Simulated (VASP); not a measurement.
All values below come from PBE GGA + U (Dudarev), VASP's PBE PAW potentials (set 64) (plane waves; VASP).

A VASP calculation is set up with these files.

KPOINTS:
```
Automatic mesh
0
Gamma
6 6 6
0 0 0
```

INCAR:
```
SYSTEM=Fe2O3
PREC=Accurate; ENCUT=520; LREAL=.FALSE.
LASPH=.TRUE.
EDIFF=1E-7; NELM=100; ALGO=Normal
LMAXMIX=4
ISMEAR=-5
GGA=PE
MAGMOM=4.3 -4.3 4.3 -4.3 6*0.0
ISPIN=2
LDAUL=2 -1
LDAUU=5.3 0
LDAUJ=0 0
LDAU=.TRUE.; LDAUTYPE=2; LDAUPRINT=1
ISIF=2
LWAVE=.FALSE.; LCHARG=.TRUE.; LORBIT=11
NEDOS=601
LEFG=.TRUE.
```

### POSCAR
```
Fe2O3
1
    4.8386883491    -2.5331219942     0.0015661424
    4.8386883491     2.5331219942     0.0015661424
    3.5112097909    -0.0000000000     4.1834228627
Fe O
4 6
Direct
  0.8535871194   0.8535871194   0.8535871194
  0.3535871194   0.3535871194   0.3535871194
  0.1464128806   0.1464128806   0.1464128806
  0.6464128806   0.6464128806   0.6464128806
  0.4446508924   0.0553491076   0.7500000000
  0.0553491076   0.7500000000   0.4446508924
  0.5553491076   0.9446508924   0.2500000000
  0.2500000000   0.5553491076   0.9446508924
  0.9446508924   0.2500000000   0.5553491076
  0.7500000000   0.4446508924   0.0553491076
```

POTCAR, in this order: Fe O (PBE.64 set). Program: vasp_std.

Task: Estimate the energy per atom (σ→0), cell moment.

Result: 
The energy per atom (σ→0) is -6.704 eV/atom. The cell moment comes out as 0.00 μB.

OSZICAR:
```
...
DAV:  14    -0.670389898734E+02    0.47619E-03   -0.97593E-03  7032   0.109E+00    0.101E-01
DAV:  15    -0.670391152938E+02   -0.12542E-03   -0.64618E-04  6144   0.255E-01    0.218E-01
DAV:  16    -0.670390369586E+02    0.78335E-04   -0.30603E-04  6472   0.281E-01    0.389E-02
DAV:  17    -0.670390439465E+02   -0.69879E-05   -0.64784E-05  6088   0.721E-02    0.280E-02
DAV:  18    -0.670390455362E+02   -0.15897E-05   -0.80053E-06  7792   0.284E-02    0.785E-03
DAV:  19    -0.670390453358E+02    0.20039E-06   -0.27194E-06  7648   0.206E-02    0.765E-03
DAV:  20    -0.670390454198E+02   -0.83988E-07   -0.35814E-07  5096   0.944E-03
   1 F= -.67039045E+02 E0= -.67039045E+02  d E =0.000000E+00  mag=     0.0000
```

The compound is Fe2O3 in the corundum structure. It was relaxed first.
